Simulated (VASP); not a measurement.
# Ge2Sb2Te5: formation energy of Bi on the Te site

Wanted: what Bi on the Te site costs in Ge2Sb2Te5 and how the lattice relaxes round it. The start is a computed cell from the Materials Project.

Calculated with VASP 6.6.1; PBEsol; plane waves and PAW (Te, Sb, Ge), in the first sound run; inputs show where later runs differ.

## Step 1: The host crystal

The structure is trigonal, space group P-3m1 (No. 164). Conventional cell: a = 4.294 Å, b = 4.294 Å, c = 17.101 Å, α = 90.00°, β = 90.00°, γ = 120.00°. Nearest to Te lie 3 Sb at 3.01 Å. Nearest to Te lie 3 Ge at 3.00 Å and 3 Sb at 3.20 Å. Nearest to Te lie 6 Ge at 3.04 Å. Nearest to Sb lie 6 Te at 3.01 to 3.20 Å. Ge has 6 Te at 3.00 to 3.04 Å nearest. Farther neighbours and most contacts between anions are not listed.

## Step 2: The host at zero pressure

The later steps need the crystal at this functional's own lattice; a raised cutoff keeps the stress reliable while the cell changes.

INCAR reads:

```
SYSTEM = Ge2Sb2Te5
PREC = Normal
ENCUT = 350
EDIFF = 1E-05
NELM = 120
ISMEAR = 0
SIGMA = 0.05
LREAL = Auto
ALGO = Fast
GGA = PS
NBANDS = 33
LORBIT = 11
LWAVE = .FALSE.
LCHARG = .FALSE.
KPAR = 2
NCORE = 2
LASPH = .TRUE.
IBRION = 2
NSW = 40
ISIF = 3
EDIFFG = -0.03
POTIM = 0.4
```

POSCAR reads:

```
Ge2Sb2Te5
1.0
    4.2940644248      0.0000000000      0.0000000000
   -2.1470322124      3.7187688774      0.0000000000
    0.0000000000      0.0000000000     17.1013460000
Te Sb Ge
5 2 2
Direct
    0.6666666667      0.3333333333      0.4198920000
    0.3333333333      0.6666666667      0.5801080000
    0.3333333333      0.6666666667      0.2015420000
    0.6666666667      0.3333333333      0.7984580000
    0.0000000000      0.0000000000      0.0000000000
    0.0000000000      0.0000000000      0.3200680000
    0.0000000000      0.0000000000      0.6799320000
    0.6666666667      0.3333333333      0.1028950000
    0.3333333333      0.6666666667      0.8971050000
```

KPOINTS reads:

```
Automatic mesh
0
Gamma
4 4 1
0 0 0
```

The projector-augmented-wave data sets are Te, Sb and Ge (PBE family, release 64).

Started as:

```sh
$ mpirun -np 4 vasp_std
```

Output:

```text
[banner, memory and clock lines left out]
running    4 mpi-ranks, on    1 nodes
 distrk:  each k-point on    2 cores,    2 groups
 distr:  one band on    2 cores,    1 groups

 POSCAR found type information on POSCAR TeSbGe
 POSCAR found :  3 types and       9 ions
|                                                                             |
|               ----> ADVICE to this user running VASP <----                  |
|                                                                             |
|     You enforced a specific xc type in the INCAR file but a different       |
|     [... a line on the potential file left out ...]
|     I HOPE YOU KNOW WHAT YOU ARE DOING!                                     |
|                                                                             |

 LDA part: xc-table for (Slater+PW92), standard interpolation
 POSCAR, INCAR and KPOINTS ok, starting setup
 FFT: planning ... GRIDC
 FFT: planning ... GRID_SOFT
 FFT: planning ... GRID
 WAVECAR not read
 entering main loop
       N       E                     dE             d eps       ncg     rms          rms(c)
DAV:   1     0.168848547173E+03    0.16885E+03   -0.13381E+04   264   0.842E+02
DAV:   2    -0.212882761590E+02   -0.19014E+03   -0.17786E+03   319   0.152E+02
DAV:   3    -0.373770373851E+02   -0.16089E+02   -0.15598E+02   325   0.457E+01
DAV:   4    -0.378383952379E+02   -0.46136E+00   -0.45719E+00   344   0.855E+00
DAV:   5    -0.378501402322E+02   -0.11745E-01   -0.11730E-01   335   0.130E+00    0.112E+01
RMM:   6    -0.376462159982E+02    0.20392E+00   -0.37291E-01   264   0.154E+00    0.689E+00
RMM:   7    -0.378256408408E+02   -0.17942E+00   -0.33973E-01   264   0.146E+00    0.291E+00
RMM:   8    -0.376158471362E+02    0.20979E+00   -0.13366E-01   265   0.969E-01    0.433E-01
RMM:   9    -0.376105419729E+02    0.53052E-02   -0.14153E-02   268   0.430E-01    0.204E-01
RMM:  10    -0.376106076926E+02   -0.65720E-04   -0.33657E-03   273   0.199E-01    0.698E-02
RMM:  11    -0.376106173147E+02   -0.96221E-05   -0.56851E-04   280   0.907E-02    0.444E-02
RMM:  12    -0.376106317643E+02   -0.14450E-04   -0.16103E-04   268   0.443E-02    0.208E-02
RMM:  13    -0.376106274253E+02    0.43390E-05   -0.35015E-05   208   0.206E-02
   1 F= -.37610627E+02 E0= -.37610625E+02  d E =-.376106E+02
 curvature:   0.00 expect dE= 0.000E+00 dE for cont linesearch  0.000E+00
 trial: gam= 0.00000 g(F)=  0.450E-02 g(S)=  0.217E+00 ort = 0.000E+00 (trialstep = 0.100E+01)
 search vector abs. value=  0.222E+00
 bond charge predicted
       N       E                     dE             d eps       ncg     rms          rms(c)
DAV:   1    -0.379709697642E+02   -0.36034E+00   -0.61794E+00   302   0.842E+00    0.409E+00
RMM:   2    -0.377808473565E+02    0.19012E+00   -0.35128E-01   264   0.224E+00    0.137E+00
RMM:   3    -0.377267509216E+02    0.54096E-01   -0.10850E-01   264   0.119E+00    0.592E-01
RMM:   4    -0.377117557266E+02    0.14995E-01   -0.27259E-02   266   0.591E-01    0.388E-01
RMM:   5    -0.377060552454E+02    0.57005E-02   -0.66175E-03   264   0.320E-01    0.327E-01
RMM:   6    -0.377040075383E+02    0.20477E-02   -0.59891E-03   264   0.271E-01    0.126E-01
RMM:   7    -0.377039443848E+02    0.63154E-04   -0.10585E-03   267   0.130E-01    0.114E-01
RMM:   8    -0.377039681925E+02   -0.23808E-04   -0.25068E-04   286   0.633E-02    0.114E-01
RMM:   9    -0.377039721148E+02   -0.39223E-05   -0.36035E-05   196   0.248E-02
   2 F= -.37703972E+02 E0= -.37703572E+02  d E =-.933447E-01
[... from here on, the cycles between the ionic steps are left out ...]
   3 F= -.37707382E+02 E0= -.37707164E+02  d E =-.967541E-01
   4 F= -.37712050E+02 E0= -.37711688E+02  d E =-.466816E-02
   5 F= -.37717039E+02 E0= -.37716292E+02  d E =-.965783E-02
   6 F= -.37714453E+02 E0= -.37712760E+02  d E =-.707139E-02
   7 F= -.37718295E+02 E0= -.37717224E+02  d E =-.109136E-01
   8 F= -.37719797E+02 E0= -.37718724E+02  d E =-.150155E-02
   9 F= -.37720285E+02 E0= -.37719182E+02  d E =-.199031E-02
  10 F= -.37720281E+02 E0= -.37719158E+02  d E =-.198591E-02
 curvature:  -1.94 expect dE=-0.626E-03 dE for cont linesearch -0.818E-07
 trial: gam= 0.19045 g(F)=  0.193E-03 g(S)=  0.129E-03 ort = 0.828E-05 (trialstep = 0.186E+01)
 search vector abs. value=  0.385E-03
 bond charge predicted
       N       E                     dE             d eps       ncg     rms          rms(c)
DAV:   1    -0.377208060089E+02   -0.52431E-03   -0.13837E-02   292   0.444E-01    0.122E-01
RMM:   2    -0.377207010796E+02    0.10493E-03   -0.94927E-04   264   0.111E-01    0.505E-02
RMM:   3    -0.377206734529E+02    0.27627E-04   -0.17097E-04   268   0.469E-02    0.298E-02
RMM:   4    -0.377206629646E+02    0.10488E-04   -0.31385E-05   188   0.214E-02    0.990E-03
RMM:   5    -0.377206621799E+02    0.78465E-06   -0.69149E-06   159   0.994E-03
  11 F= -.37720662E+02 E0= -.37719448E+02  d E =-.381125E-03
 trial-energy change:   -0.000381  1 .order   -0.000361   -0.000604   -0.000118
 step:   2.3154(harm=  2.3154)  dis= 0.00561  next Energy=   -37.720656 (dE=-0.375E-03)
 reached required accuracy - stopping structural energy minimisation
```

Elapsed: 30 s, on 4 MPI ranks of AMD EPYC 7R13 (Zen 3), shared host; peak memory 0.57 GiB; 2 min of CPU time.

The logs omit lines about the potential files and the build; timing stands in the text.

From OUTCAR (step 2):

```text
ion  position               nearest neighbor table
   1  0.667  0.333  0.420-   6 3.01   6 3.01   6 3.01
   2  0.333  0.667  0.580-   7 3.01   7 3.01   7 3.01
   3  0.333  0.667  0.202-   8 3.00   8 3.00   8 3.00   6 3.20   6 3.20   6 3.20
   4  0.667  0.333  0.798-   9 3.00   9 3.00   9 3.00   7 3.20   7 3.20   7 3.20
   5  0.000  0.000  0.000-   8 3.04   9 3.04   8 3.04   9 3.04   8 3.04   9 3.04
   6  0.000  0.000  0.320-   1 3.01   1 3.01   1 3.01   3 3.20   3 3.20   3 3.20
   7  0.000  0.000  0.680-   2 3.01   2 3.01   2 3.01   4 3.20   4 3.20   4 3.20
   8  0.667  0.333  0.103-   3 3.00   3 3.00   3 3.00   5 3.04   5 3.04   5 3.04
   9  0.333  0.667  0.897-   4 3.00   4 3.00   4 3.00   5 3.04   5 3.04   5 3.04

  LATTYP: Found a hexagonal cell.
 ALAT       =     4.2940644248
 C/A-ratio  =     3.9825545936

 Subroutine GETGRP returns: Found 12 space group operations
 (whereof 12 operations were pure point group operations)

The static configuration has the point symmetry D_3d.

 Found      4 irreducible k-points:

   k-points           NKPTS =      4   k-points in BZ     NKDIM =      4   number of bands    NBANDS=     33

   dimension x,y,z NGX =    20 NGY =   20 NGZ =   80
   dimension x,y,z NGXF=    40 NGYF=   40 NGZF=  160

   ENCUT  =  350.0 eV  25.72 Ry    5.07 a.u.   6.55  6.55 26.09*2*pi/ulx,y,z

   NELECT =      48.0000    total number of electrons

 k-points in reciprocal lattice and weights: Automatic mesh
   0.00000000  0.00000000  0.00000000       0.062
   0.25000000 -0.00000000  0.00000000       0.375
   0.50000000 -0.00000000  0.00000000       0.188
   0.25000000  0.25000000  0.00000000       0.375

 average (electrostatic) potential at core
       1 -88.1579       2 -88.1579       3 -87.9761       4 -87.9761       5 -87.8949
       6 -86.7663       7 -86.7663       8 -30.4015       9 -30.4015

 E-fermi :   6.5806

 k-point     1 :       0.0000    0.0000    0.0000
  band No.  band energies     occupation
    ...
     20       5.0748      2.00000
     21       5.0748      2.00000
     22       5.3666      2.00000
     23       5.6749      2.00000
     24       6.5459      1.67297
     25       6.6299      0.16337
     26       6.6299      0.16337
     27       6.7087      0.00029
     28       7.3988      0.00000
     29       7.3988      0.00000
    ...

 k-point     2 :       0.2500   -0.0000    0.0000
  band No.  band energies     occupation
    ...
     20       4.5644      2.00000
     21       4.9254      2.00000
     22       5.2002      2.00000
     23       5.8192      2.00000
     24       5.9745      2.00000
     25       7.1324      0.00000
     26       7.3401      0.00000
     27       7.5306      0.00000
     28       8.1159      0.00000
     29       8.1292      0.00000
    ...

 k-point     3 :       0.5000   -0.0000    0.0000
  band No.  band energies     occupation
    ...
     20       4.3109      2.00000
     21       4.7585      2.00000
     22       4.8092      2.00000
     23       5.1555      2.00000
     24       5.7543      2.00000
     25       6.9457      0.00000
     26       7.4697      0.00000
     27       7.5218      0.00000
     28       7.7459      0.00000
     29       7.8128      0.00000
    ...

  Total        0.0238806      0.0238806      0.1329029      0.0000000     -0.0000000      0.0000000
  in kB        0.1475589      0.1475589      0.8212107      0.0000000     -0.0000000      0.0000000
  external PRESSURE =       0.3721095 kB  Pullay stress =       0.0000000 kB

  energy-cutoff  :      350.00
  volume of cell :      259.29
      direct lattice vectors                 reciprocal lattice vectors
     4.244342775  0.000000000  0.000000000     0.235607738  0.136028191  0.000000000
    -2.122171388  3.675708666 -0.000000000    -0.000000000  0.272056382  0.000000000
    -0.000000000 -0.000000000 16.620303849    -0.000000000  0.000000000  0.060167372

 POSITION                                       TOTAL-FORCE (eV/Angst)
 -----------------------------------------------------------------------------------
      2.12217      1.22524      6.99723         0.000000     -0.000000      0.010207
     -0.00000      2.45047      9.62307        -0.000000      0.000000     -0.010207
     -0.00000      2.45047      3.31781        -0.000000     -0.000000      0.005361
      2.12217      1.22524     13.30250         0.000000      0.000000     -0.005361
     -2.12217      3.67571     -0.00000         0.000000      0.000000      0.000000
      0.00000     -0.00000      5.30678        -0.000000      0.000000     -0.012585
     -0.00000     -0.00000     11.31352         0.000000     -0.000000      0.012585
      2.12217      1.22524      1.69043        -0.000000      0.000000     -0.015971
     -0.00000      2.45047     14.92988         0.000000     -0.000000      0.015971
 -----------------------------------------------------------------------------------
    total drift:                                0.000000      0.000000      0.000000

  FREE ENERGIE OF THE ION-ELECTRON SYSTEM (eV)
  ---------------------------------------------------
  free  energy   TOTEN  =       -37.7206621799 eV

  energy  without entropy=      -37.7182341641  energy(sigma->0) =      -37.71944817

 reached required accuracy - stopping structural energy minimisation

 total charge
# of ion       s       p       d       tot
------------------------------------------
    1        1.416   1.883   0.034   3.332
    2        1.416   1.883   0.034   3.332
    3        1.391   1.931   0.038   3.361
    4        1.391   1.931   0.038   3.361
    5        1.385   1.934   0.038   3.357
    6        1.288   0.987   0.052   2.326
    7        1.288   0.987   0.052   2.326
    8        1.327   0.782   0.055   2.165
    9        1.327   0.782   0.055   2.165
--------------------------------------------------
tot         12.230  13.101   0.395  25.725

[... 1 further part left out ...]
```

The gap is read on the k-mesh alone, so it is an upper bound where the band edges lie off the mesh. The gap is under twice the smearing width, so the edge states are partly filled and the run can't tell a small gap from a semimetal. The PAW data sets were made with PBE, which is usual practice but a small mismatch for other functionals. The data set Ge keeps the semicore shell frozen, which is cheaper and a little less accurate. The run keeps the 12 symmetry operations of its start, so it cannot find a distortion of lower symmetry.

Relaxation path:

| step | energy less that of the first step (eV) | largest force (eV/Å) | pressure (GPa) | volume (Å³) |
| --- | --- | --- | --- | --- |
| 1 | 0.0000 | 0.2339 | -2.40 | 273.09 |
| 2 | -0.0933 | 0.2419 | 0.51 | 258.96 |
| 3 | -0.0968 | 0.1616 | 0.00 | 261.13 |
| 4 | -0.1014 | 0.1069 | 0.03 | 260.71 |
| 5 | -0.1064 | 0.0844 | 0.00 | 259.92 |
| 6 | -0.1038 | 0.1545 | 0.09 | 258.35 |
| 7 | -0.1077 | 0.0847 | 0.03 | 259.38 |
| 8 | -0.1092 | 0.0586 | 0.01 | 259.52 |
| 9 | -0.1097 | 0.0451 | -0.03 | 259.64 |
| 10 | -0.1097 | 0.0456 | -0.04 | 259.66 |
| 11 | -0.1100 | 0.0160 | 0.04 | 259.29 |

| conventional cell, symmetrised | before | after | change |
| --- | --- | --- | --- |
| a (Å) | 4.294 | 4.244 | -1.2 % |
| b (Å) | 4.294 | 4.244 | -1.2 % |
| c (Å) | 17.101 | 16.620 | -2.8 % |
| volume (Å³/atom) | 30.34 | 28.81 | -5.1 % |

The atoms that moved most (Å, as changes of fractional coordinates times the final cell):

| atom | dx | dy | dz | length |
| --- | --- | --- | --- | --- |
| Te4 | 0.000 | 0.000 | 0.032 | 0.032 |
| Te3 | 0.000 | 0.000 | -0.032 | 0.032 |
| Ge8 | 0.000 | 0.000 | -0.020 | 0.020 |
| Ge9 | 0.000 | 0.000 | 0.020 | 0.020 |
| Te1 | 0.000 | 0.000 | 0.019 | 0.019 |
| Te2 | 0.000 | 0.000 | -0.019 | 0.019 |
| Sb7 | 0.000 | 0.000 | 0.013 | 0.013 |
| Sb6 | 0.000 | 0.000 | -0.013 | 0.013 |

Final coordinates:

```xyz
9
Lattice="4.2443 0.0000 0.0000 -2.1222 3.6757 0.0000 0.0000 0.0000 16.6203" Properties=species:S:1:pos:R:3 pbc="T T T"
Te    2.1222    1.2252    6.9972
Te    0.0000    2.4505    9.6231
Te    0.0000    2.4505    3.3178
Te    2.1222    1.2252   13.3025
Te    0.0000    0.0000    0.0000
Sb    0.0000    0.0000    5.3068
Sb    0.0000    0.0000   11.3135
Ge    2.1222    1.2252    1.6904
Ge    0.0000    2.4505   14.9299
```

A gap read on the k-mesh alone can miss the band edges.

This step gave:

- electronic cycles: 70
- electrons: 48
- free energy (TOTEN): -37.72 eV
- energy at zero smearing: -37.72 eV
- Fermi energy: 6.581 eV
- labelled metallic, from the levels on this mesh: no
- gap on the k-mesh: 0.08400 eV
- least direct gap on the k-mesh: 0.08400 eV

The run ended after 11 ionic steps, 0.110 eV below its first step, once forces and stress met EDIFFG = -0.03.

(Part 1 of 6 ends here.)

[Lines on the potential files, build, host, timing and source positions are cut from VASP's logs without a mark.]

[Logs are printed without paths, hosts, clocks, repeated set-up lines and the standing remarks that a program may print on its own settings, such as how far it seeks lower states.]

[Hosts, paths, dates, database ids (printed as entryN), source tags and the programs' standing remarks are cut or masked in the printed files.]

[In band tables of VASP the shares of atoms and orbitals are scaled to a sum of 1 inside the atoms' spheres.]

[Runs that stopped without an error message from VASP are left out.]
